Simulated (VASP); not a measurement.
OSZICAR of a VASP run on Sb (a7):

OSZICAR:
```
       N       E                     dE             d eps       ncg     rms          rms(c)
DAV:   1     0.315284676992E+02    0.31528E+02   -0.32228E+03  1530   0.709E+02
DAV:   2    -0.623965475566E+01   -0.37768E+02   -0.36890E+02  2175   0.114E+02
DAV:   3    -0.748512480420E+01   -0.12455E+01   -0.12237E+01  1862   0.251E+01
DAV:   4    -0.749478444342E+01   -0.96596E-02   -0.96582E-02  1886   0.263E+00
DAV:   5    -0.749486957636E+01   -0.85133E-04   -0.85132E-04  1775   0.243E-01    0.315E+00
DAV:   6    -0.750028554961E+01   -0.54160E-02   -0.28551E-03  1707   0.486E-01    0.192E+00
DAV:   7    -0.750422416170E+01   -0.39386E-02   -0.76564E-03  1552   0.782E-01    0.912E-02
DAV:   8    -0.750448267201E+01   -0.25851E-03   -0.34202E-04  1781   0.141E-01    0.264E-02
DAV:   9    -0.750455747008E+01   -0.74798E-04   -0.12708E-04  1598   0.836E-02    0.537E-03
DAV:  10    -0.750456045575E+01   -0.29857E-05   -0.72638E-06  1965   0.189E-02    0.253E-03
DAV:  11    -0.750456084479E+01   -0.38904E-06   -0.13373E-06  1332   0.921E-03
   1 F= -.75045608E+01 E0= -.75044868E+01  d E =-.222053E-03
```

Which electronic solver shows in the log?

It is blocked Davidson (ALGO = Normal, or the opening steps of other solvers). The INCAR had ALGO = Normal.

Can the final energy be trusted as converged?

The run converged. It stopped with EDIFF = 1E-6, NELM = 100 (RPBE GGA, plane waves, VASP's PBE PAW potentials (set 64)).

The compound is Sb in the a7 structure. The cell was not relaxed at this level. The run is one of a series of settings (GGA = RP against the base run), some of them coarse on purpose.
